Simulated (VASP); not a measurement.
Runs of VASP 6.6.1 on Re. Symmetry: P6_3/mmc, No. 194, hexagonal system. Conventional cell: a = 2.751 Å, b = 2.751 Å, c = 4.443 Å, α = 90.00°, β = 90.00°, γ = 120.00°. Re (site symmetry -6m2) is surrounded by 12 Re at 2.73 to 2.75 Å. 

```tsv
level	k mesh	cutoff (eV)	smearing	gap on the mesh (eV)	pressure (GPa)
PBEsol	27 × 27 × 14	520	gaussian 0.1 eV	none	-0.1
PBEsol	18 × 18 × 10	520	gaussian 0.5 eV	none	0.5
PBEsol	18 × 18 × 10	700	gaussian 0.1 eV	none	0.0
PBEsol	18 × 18 × 10	900	gaussian 0.1 eV	none	0.0
r2SCAN	18 × 18 × 10	520	gaussian 0.1 eV	none	(a)
```

Alike in all rows: task single point; potentials or basis VASP PAW PBE potentials, release 64 (Re); no spin polarisation; cell as given.

Fill in the values left out.

(a) 3.9.

Caveats: the PAW data sets were made with another functional, which shifts forces and pressure a little.

A k mesh can miss the band edges, and the runs leave out spin-orbit coupling on Re.

A gap of «none» marks a metal or a gap under the smearing width.

Not every run made on this cell is shown here.
